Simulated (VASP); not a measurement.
Set up this calculation in VASP 6.6.1, as the native input.

| Property | Result |
| --- | --- |
| Task | relaxation of cell and atoms |
| Functional | PBE |
| Potentials or basis | VASP PAW PBE potentials, release 64 (Al, Si, F) |
| Cutoff | 520 eV |
| k mesh | 6 × 6 × 6 |
| Occupations | gaussian, width 0.15 eV |
| Spin | no spin polarisation |
| Further INCAR settings | PREC = Normal; LREAL = Auto; ALGO = Fast; EDIFF = 1e-05; ISYM = 0; IBRION = 2; EDIFFG = -0.03; NSW = 110; ISIF = 3 |

The structure of Al3Si2F lies in POSCAR:

```
Al3Si2F
1.0
   -1.8320078500      1.9281892500      6.6034878400
    2.0667157600     -2.0131636100      6.6973769700
    3.6184401500      3.9823403800    -13.2581997800
Al Si F
6 4 2
Direct
    0.2302807200      0.7905703000      0.2658935300
    0.2582743500      0.7230673100      0.7502250200
    0.7494544100      0.2582297200      0.2529787500
    0.7404736200      0.1873921400      0.7176321300
    0.9683144000      0.4931768700      0.2379124400
    0.9856417800      0.5109421700      0.7383607100
    0.6811385000      0.6395981400      0.0341920800
    0.6845664700      0.6341316000      0.5243314500
    0.3825636600      0.3940740800      0.0174520600
    0.3616527600      0.3475958800      0.4817264100
    0.9704318600      0.0349826900      0.0086209600
    0.0012720300      0.0259832100      0.5123184000
```

The cell was built by a generator and needn't be a form met in nature.

The input as run:

INCAR

```
SYSTEM = Al3Si2F
ALGO = Fast
EDIFF = 1E-5
EDIFFG = -0.03
ENCUT = 520
GGA = PE
IBRION = 2
ISIF = 3
ISMEAR = 0
ISYM = 0
KPAR = 4
LASPH = .True.
LCHARG = .False.
LREAL = Auto
LWAVE = .False.
NELM = 80
NSW = 110
PREC = Normal
SIGMA = 0.15
```

KPOINTS

```
k-points
0
Gamma
  6 6 6
  0 0 0
```

Potentials or basis: VASP PAW PBE potentials, release 64 (Al, Si, F).

The run is started by

```sh
$ cat potpaw_PBE.64/Al/POTCAR potpaw_PBE.64/Si/POTCAR potpaw_PBE.64/F/POTCAR > POTCAR
$ mpirun -np 4 vasp_std > vasp.out
```

It gave:

```
Relaxed volume                         : 17.58 Å³/atom
Relaxed cell                           : a = 7.302 Å, b = 7.303 Å, c = 14.601 Å, α = 149.15°, β = 147.99°, γ = 45.04°
Space group after relaxing (to 0.05 Å) : C2/m (No. 12)
Energy gained by relaxing              : 129.3 meV/atom
Ionic steps                            : 17
Pressure after relaxing                : 0.0 GPa
Largest force after relaxing           : 0.027 eV/Å
Band gap on the k mesh                 : none (metal or under the smearing width)
```

Wall time 26 min on 4 MPI ranks on Intel(R) Xeon(R) 6975P-C (Granite Rapids), with other jobs on the host, peak memory 0.64 GiB a rank.
